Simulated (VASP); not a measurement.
Y:

```
CELL_PARAMETERS angstrom
3.60000 0.00000 0.00000
-1.80000 3.11769 0.00000
0.00000 0.00000 5.62000
ATOMIC_POSITIONS crystal
Y 0.33333 0.66667 0.25000
Y 0.66667 0.33333 0.75000
```

The cell was built by a generator and needn't be a form met in nature.

| Item | Value |
| --- | --- |
| Program | VASP 6.6.1 |
| Task | relaxation of cell and atoms |
| Functional | PBE |
| Potentials or basis | VASP PAW PBE potentials, release 64 (Y_sv) |
| Cutoff | 600 eV |
| k mesh | 14 × 14 × 8 |
| Occupations | methfessel-paxton, width 0.1 eV |
| Spin | no spin polarisation |

At the start: pressure 1.6 GPa; volume 31.54 Å³/atom.

Task: How do energy, volume and symmetry change on relaxing?

Result: Over 7 steps the energy falls by 6.1 meV/atom and the volume is 32.73 Å³/atom (+3.8 %); space group P6_3/mmc (No. 194, to 0.05 Å).

Step by step:
```tsv
step	energy change (eV)	largest force (eV/Å)	pressure (GPa)	volume (Å³)
1	0.0000	0.0000	1.61	63.08
2	-0.0115	0.0000	-0.34	66.01
3	-0.0121	0.0000	-0.01	65.49
4	-0.0121	0.0000	-0.05	65.54
5	-0.0121	0.0000	-0.03	65.52
6	-0.0122	0.0000	-0.03	65.52
7	-0.0122	0.0000	0.01	65.45
```

Final structure:
```
Y
1.0
     3.65314    0.00000    0.00000
    -1.82657    3.16371    0.00000
     0.00000    0.00000    5.66336
Y
2
Direct
  0.33333 0.66667 0.25000
  0.66667 0.33333 0.75000
```
